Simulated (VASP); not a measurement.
**LaSe (relaxed from the rock salt structure, space group Fm-3m): computed properties**

Calculation: PBEsol GGA, VASP's PBE PAW potentials (set 64) (plane waves; VASP).

* **space group**: Fm-3m (225)
* **cell**: a = b = c = 6.0183 Å, α = β = γ = 90.00°
* **volume per atom**: 27.25 Å³/atom
* **band gap (over mesh and band path)**: none (metal, semimetal or under 0.01 eV)
* **density**: 6.64 g/cm³

Space group Fm-3m (No. 225); a = b = c = 6.018 Å, α = β = γ = 90.00°

```
atom  site  symmetry       x       y       z
----  ----  --------  ------  ------  ------
La      4a      m-3m  0.0000  0.0000  0.0000
Se      4b      m-3m  0.5000  0.5000  0.5000
```
(The calculation used a cell of 2 atoms; values per cell refer to that cell.)

The structure was generated: LaSe was put into the rock salt type (Fm-3m), which need not be its known phase. It was relaxed first, which changed the volume by -38 %. Symmetry was kept, so distortions that lower it aren't found. The electron count is odd and the run is not spin-polarised, which forces a metal.
